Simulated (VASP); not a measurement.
Here is the system:

```xyz
4
Lattice="-1.6751 1.6751 5.6711 1.6751 -1.6751 5.6711 1.6751 1.6751 -5.6711" Properties=species:S:1:pos:R:3 pbc="T T T"
Mo     0.0000     0.0000     8.5067
Mo     0.0000     1.6751     0.0000
Se     0.0000     0.0000     1.8828
Se     0.0000     1.6751     4.7184
```

Calculation: PBE GGA, VASP's PBE PAW potentials (set 64) (plane waves; VASP). Numerical set-up: 300 eV cut-off, 5×5×5 Γ-centred mesh, Fermi-Dirac smearing of 0.10 eV, potentials Mo_sv Se.

At this cut-off the stress carries a Pulay error, which pulls relaxed volumes low.

Problem. Estimate the energy per atom (σ→0), pressure, band gap (on the k-mesh) with the smallest direct gap where there is one.

Solution. 
```
Quantity                                                    Result
------------------------  ----------------------------------------
band gap (on the k-mesh)  none (metal, semimetal or under 0.01 eV)
energy per atom (σ→0)                               -7.065 eV/atom
pressure                                                 12.12 GPa
```

The absolute energy has meaning only against runs of the same code, potentials and settings.

The structure was generated: MoSe was put into an ordered model structure, which need not be its known phase. The cell was not relaxed at this level. The k-mesh is coarse (spacing up to 0.53 per Å, 2π included), so the numbers may not be converged in it.
